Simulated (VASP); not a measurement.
Sr4SO3: single point with PBE

The system is Sr4SO3.

```
CELL_PARAMETERS angstrom
5.48553 0.00000 0.00000
0.00000 5.48553 0.00000
0.00000 0.00000 5.48553
ATOMIC_POSITIONS crystal
Sr 0.00000 0.50000 0.50000
Sr 0.50000 0.00000 0.50000
Sr 0.50000 0.50000 0.00000
Sr 0.00000 0.00000 0.00000
S 0.50000 0.50000 0.50000
O 0.00000 0.00000 0.50000
O 0.00000 0.50000 0.00000
O 0.50000 0.00000 0.00000
```

The cell comes from a database or a generator and needn't be the stable form of this composition.

* Program: VASP 6.6.1
* Task: single point
* Functional: PBE
* Potentials or basis: VASP PAW PBE potentials, release 64 (Sr_sv, S, O)
* Cutoff: 520 eV
* k mesh: 5 × 5 × 5
* Occupations: fermi-dirac, width 0.05 eV
* Spin: no spin polarisation

```yaml
Pressure: 0.1 GPa
Band_gap_on_the_k_mesh: 2.68 eV, direct
```

Levels at points of the mesh, in eV from the valence-band top:
```csv
k point,band 29,band 30,band 31,band 32,band 33,band 34,band 35,band 36
"(0.00, 0.00, 0.00)",-0.16,0.00,0.00,0.00,2.68,2.68,2.68,3.15
```

It took 45 s on 1 thread of Intel(R) Xeon(R) 6975P-C (Granite Rapids) (shared host), peak memory 0.28 GiB.

Caveat: an odd mesh through Γ misses points on the zone boundary, where band edges often lie. Expect the measured gap to be larger: semilocal functionals such as PBE lack the derivative discontinuity.
